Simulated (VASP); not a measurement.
Consider the following.

```yaml
crystal:
  lattice:
    - [2.33900, -4.05127, 0.00000]
    - [2.33900, 4.05127, 0.00000]
    - [0.00000, 0.00000, 7.64065]
  atoms:
    - { symbol: Ag, position: [0.66667, 0.33333, 0.50011] }
    - { symbol: Ag, position: [0.33333, 0.66667, 0.00011] }
    - { symbol: I, position: [0.66667, 0.33333, 0.87489] }
    - { symbol: I, position: [0.33333, 0.66667, 0.37489] }
```

Calculation: PW91 GGA, VASP's PBE PAW potentials (set 64) (plane waves; VASP). Settings: 520 eV cut-off, 6×6×4 Γ-centred mesh, tetrahedra with Blöchl corrections, potentials Ag I.

Unless said otherwise, spin-orbit coupling is left out, though it shifts the bands of the heavy elements here.

### Question
Estimate the energy per atom (σ→0), band gap (on the k-mesh) with the smallest direct gap where there is one.

### Answer

```
Item                                          Value
-----------------------------------  --------------
band gap (on the k-mesh)                    1.37 eV
smallest direct gap (on the k-mesh)         1.37 eV
energy per atom (σ→0)                -2.423 eV/atom
```

Total energies compare only between runs with the same potentials, cut-off and functional.

The compound is AgI in the wurtzite structure. It was relaxed first, which changed the volume by +6 %.
